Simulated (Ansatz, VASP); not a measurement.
# C (Diamond): VASP beside Ansatz, part 2 of 2

Wanted: the spread between two codes on one cell, functional and k mesh. The cell is taken from a series of VASP runs on this material, whose earlier steps may have relaxed, scaled or displaced it; both programs get it as it stands.

VASP 6.6.1 and Ansatz 0.2.0.

So far. Step 4 (Side by side): Among the levels compared at these points, filled levels agree within 6 meV and empty ones within 21 meV.

## Step 5: VASP: band structure, r2SCAN-EpsX with an exact-exchange share of 0.172

Level of this step: r2SCAN-EpsX, exact-exchange share 1/5.802; plane waves and PAW (C) (VASP).

The same path points are solved in both programs, so levels can be compared one by one.

The run reads the wave functions of an earlier VASP run, which isn't shown here.

Input file INCAR:

```
SYSTEM = C
PREC = Accurate
ENCUT = 460
EDIFF = 1E-06
NELM = 100
ISMEAR = 0
SIGMA = 0.03
LREAL = .FALSE.
ALGO = Normal
LHFCALC = .TRUE.
AEXX = 0.172
METAGGA = R2SCAN
LASPH = .TRUE.
NBANDS = 10
PRECFOCK = Fast
HFRCUT = -1
LORBIT = 11
LWAVE = .FALSE.
LCHARG = .FALSE.
KPAR = 4
```

Input file POSCAR:

```
C
1.0
    0.0000000000      1.7833700000      1.7833700000
    1.7833700000      0.0000000000      1.7833700000
    1.7833700000      1.7833700000      0.0000000000
C
2
Direct
    0.7500000000      0.7500000000      0.7500000000
    0.5000000000      0.5000000000      0.5000000000
```

Input file KPOINTS:

```
Automatic mesh
0
Gamma
7 7 7
0 0 0
```

Input file KPOINTS_OPT:

```
Line mode
10
Line-mode
Reciprocal
  0.00000000   0.00000000   0.00000000 GAMMA
  0.50000000   0.00000000   0.50000000 X

  0.50000000   0.00000000   0.50000000 X
  0.50000000   0.25000000   0.75000000 W

  0.50000000   0.25000000   0.75000000 W
  0.37500000   0.37500000   0.75000000 K

  0.37500000   0.37500000   0.75000000 K
  0.00000000   0.00000000   0.00000000 GAMMA

  0.00000000   0.00000000   0.00000000 GAMMA
  0.50000000   0.50000000   0.50000000 L

  0.50000000   0.50000000   0.50000000 L
  0.62500000   0.25000000   0.62500000 U

  0.62500000   0.25000000   0.62500000 U
  0.50000000   0.25000000   0.75000000 W

  0.50000000   0.25000000   0.75000000 W
  0.50000000   0.50000000   0.50000000 L

  0.50000000   0.50000000   0.50000000 L
  0.37500000   0.37500000   0.75000000 K

  0.62500000   0.25000000   0.62500000 U
  0.50000000   0.00000000   0.50000000 X
```

The projector-augmented-wave data sets are C (PBE family, release 64).

Run with:

```console
mpirun -np 4 vasp_std
```

Numbers of over 12 decimals in the logs are rounded to 6 here.

Output:

```text
[banner, memory and clock lines left out]
running    4 mpi-ranks, on    1 nodes
[...]
|                                                                             |
|               ----> ADVICE to this user running VASP <----                  |
|                                                                             |
|     You enforced a specific xc type in the INCAR file but a different       |
|     [... a line on the potential file left out ...]
|     I HOPE YOU KNOW WHAT YOU ARE DOING!                                     |
|                                                                             |

 LDA part: xc-table for (None), standard interpolation
 found WAVECAR, reading the header
 POSCAR, INCAR and KPOINTS ok, starting setup
[...]
HFRCUT set to (new)   9.757082
 reading WAVECAR
 the WAVECAR file was read successfully
 initial charge from wavefunction
 entering main loop
       N       E                     dE             d eps       ncg     rms          rms(c)
[...]
DAV:   6    -0.220685663025E+02   -0.70555E-05   -0.28579E-06   420   0.187E-02    0.121E-01
DAV:   7    -0.220685698361E+02   -0.35336E-05   -0.10386E-06   254   0.114E-02    0.757E-02
DAV:   8    -0.220685716287E+02   -0.17926E-05   -0.42344E-07   206   0.735E-03    0.474E-02
DAV:   9    -0.220685725564E+02   -0.92764E-06   -0.15173E-07   208   0.437E-03
   1 F= -.22068573E+02 E0= -.22068573E+02  d E =-.403301E-27
 Start KPOINTS_OPT (optional k-point list driver)
k-point batch [1-20\100]
       N       E                     dE             ncg
DAV:   1     0.310834713635E+03   -0.62267E+04      408
DAV:   2    -0.106601683917E+03   -0.41744E+03      570
DAV:   3    -0.119154281214E+03   -0.12553E+02      454
DAV:   4    -0.119236210452E+03   -0.81929E-01      442
DAV:   5    -0.119236339289E+03   -0.12884E-03      442
DAV:   6    -0.119236339427E+03   -0.13794E-06      440
[...]
k-point batch [81-100\100]
       N       E                     dE             ncg
DAV:   1     0.119079977910E+03   -0.84231E+04      442
DAV:   2    -0.239792558556E+03   -0.35887E+03      532
DAV:   3    -0.246941485630E+03   -0.71489E+01      472
DAV:   4    -0.246984557371E+03   -0.43072E-01      512
DAV:   5    -0.246984603716E+03   -0.46344E-04      494
DAV:   6    -0.246984603763E+03   -0.47524E-07      464
```

From OUTCAR (step 5):

```text
 POSITION                                       TOTAL-FORCE (eV/Angst)
 -----------------------------------------------------------------------------------
      2.67505      2.67505      2.67505        -0.000000     -0.000000     -0.000000
      1.78337      1.78337      1.78337         0.000000      0.000000      0.000000
 -----------------------------------------------------------------------------------
    total drift:                               -0.000000      0.000000     -0.000000

  FREE ENERGIE OF THE ION-ELECTRON SYSTEM (eV)
  ---------------------------------------------------
  free  energy   TOTEN  =       -22.0685725564 eV

  energy  without entropy=      -22.0685725564  energy(sigma->0) =      -22.06857256

[... 2 parts as in an earlier step ...]

[... 1 further part left out ...]
[key lines of the parts left out:]
E-fermi :   9.2894
```

## Step 6: Ansatz: band structure, r2SCAN-EpsX with an exact-exchange share of 0.172

The same cell, functional, mesh and smearing now go to Ansatz, which takes its cutoff from its data sets.

The cell is taken from a series of VASP runs on this material, whose earlier steps may have relaxed, scaled or displaced it; both programs get it as it stands.

Input file input.yaml:

```yaml
crystal:
  lattice:
    - [0.0, 1.78337, 1.78337]
    - [1.78337, 0.0, 1.78337]
    - [1.78337, 1.78337, 0.0]
  atoms:
    - { symbol: C, position: [0.75, 0.75, 0.75] }
    - { symbol: C, position: [0.5, 0.5, 0.5] }
hamiltonian:
  xc: { exchange: r2scan, correlation: r2scan, exx: { coeff: 0.172 } }
  pseudopotentials: { kind: paw }
kpoints:
  mp_grid: { grid: [7, 7, 7] }
  band_path:
    path:
      - [0.0, 0.0, 0.0]
      - [0.38889, 0.0, 0.38889]
      - [0.5, 0.0, 0.5]
      - [0.5, 0.22222, 0.72222]
      - [0.40278, 0.34722, 0.75]
      - [0.125, 0.125, 0.25]
      - [0.27778, 0.27778, 0.27778]
      - [0.55556, 0.38889, 0.55556]
      - [0.58333, 0.25, 0.66667]
      - [0.5, 0.30556, 0.69444]
      - [0.48611, 0.48611, 0.52778]
      - [0.625, 0.25, 0.625]
      - [0.5, 0.0, 0.5]
    npoints: 1
scf:
  occupations: { method: gaussian, width: 0.03 }
  n_extra_bands: 7
output:
  forces: true
  stress: true
  eigenvalues: true
```

Run with:

```console
ansatz run input.yaml --threads 4 --pin off --max-ram 9216MiB --backend cpu --events-out ev --progress --plain --runs-dir out
```

Output:

```text
[...]
Crystal: 2 atoms, lattice volume = 11.344 Å³
Basis set: ecut = 500 eV, 283 PW (Γ), exchange–correlation on 80×80×80 points (64 copies of the dense FFT grid, shifted against one another)
Bands: 11, of which v1, the nominal top of the filled ones, is band 4 counted from 1 (3 counted from 0)
Symmetry: 48 space group operations
[...]
k-points: 20 of 343
[...]
P = ⅓ Tr σ = -7.9290 GPa (-79.290 kbar)
--- Band table (eV; the first three rows and the last of 20) ---
  k-point 0: bands = [-11.1869, 12.6452, 12.6452, 12.6452, 19.8649, 19.8649, 19.8649, 28.0971, ... 3 higher]
  k-point 1: bands = [-10.5730, 9.3253, 11.7524, 11.7524, 21.0446, 21.0446, 21.4894, 28.7030, ... 3 higher]
  k-point 2: bands = [-8.7583, 3.9374, 10.3970, 10.3970, 22.5867, 22.5867, 22.7584, 30.0790, ... 3 higher]
  k-point 19: bands = [-2.0141, -0.1216, 2.6093, 5.3672, 22.5989, 26.5919, 27.7919, 28.6659, ... 3 higher]
[key lines of the parts left out:]
Free energy (F): -502.985134 eV
Fermi energy:    15.501935 eV
```

It took 10 s on 4 threads of Arm Neoverse V1, shared host; peak memory 0.49 GiB; 36 s of CPU time.

## Step 7: Comparison

What differs besides the data sets and the points named for the pairs above, as far as they apply: the cutoff is 500 eV in Ansatz and 460 eV in VASP. Total energies have different zeros and are not compared.

The two programs side by side:

```csv
quantity,Ansatz,VASP,difference
gap over the path points (eV),5.594,5.571,+0.024
```

Levels at points of the path, from each program's valence-band top (eV; 3 filled, then empty):

```csv
k (reciprocal lattice),Ansatz,VASP
0.000 0.000 0.000,0.00 0.00 0.00 7.22 7.22 7.22,0.00 0.00 0.00 7.18 7.18 7.18
0.389 0.000 0.389,-10.23 -6.50 -6.50 5.59 8.03 18.22,-10.24 -6.51 -6.51 5.57 8.02 18.20
0.500 0.000 0.500,-14.31 -6.99 -6.99 6.24 6.24 19.78,-14.33 -7.00 -7.00 6.22 6.22 19.76
0.500 0.222 0.722,-13.54 -9.07 -9.07 12.11 12.11 15.14,-13.55 -9.09 -9.09 12.10 12.10 15.13
0.403 0.347 0.750,-13.15 -10.17 -6.26 7.67 12.83 16.73,-13.16 -10.18 -6.27 7.65 12.82 16.71
0.125 0.125 0.250,-4.49 -3.58 -0.85 8.52 9.90 10.04,-4.49 -3.59 -0.85 8.48 9.89 10.02
0.278 0.278 0.278,-8.41 -2.18 -2.18 9.89 9.89 10.07,-8.43 -2.19 -2.19 9.85 9.85 10.07
0.556 0.389 0.556,-14.11 -5.97 -4.17 9.11 12.54 13.28,-14.13 -5.98 -4.18 9.09 12.51 13.28
0.583 0.250 0.667,-13.13 -10.10 -6.61 8.17 12.85 16.44,-13.15 -10.11 -6.62 8.15 12.85 16.42
0.500 0.306 0.694,-12.76 -9.45 -7.48 11.26 12.52 15.51,-12.78 -9.46 -7.50 11.25 12.50 15.50
```

Among the levels compared at these points, filled levels agree within 17 meV and empty ones within 41 meV.

## Step 8: What came out

```
difference in gap over the path points (band structure, PBE0)                                              : 0.0047 eV
difference in gap over the path points (band structure, r2SCAN-EpsX with an exact-exchange share of 0.172) : 0.024 eV
```

**Reading.** The difference in gap over the path points is 0.024 eV (band structure, r2SCAN-EpsX with an exact-exchange share of 0.172), within the 0.08 eV picked in this series as the mark of a large difference. Such differences can come from data sets, numerical settings and the points named under the comparisons, not from the functional's error against experiment.

[Lines on the potential files, build, host, timing and source positions are cut from VASP's logs without a mark.]

[Logs are printed without paths, hosts, clocks, repeated set-up lines and the standing remarks that a program may print on its own settings, such as how far it seeks lower states.]

[Hosts, paths, dates, database ids (printed as entryN), source tags and the programs' standing remarks are cut or masked in the printed files.]
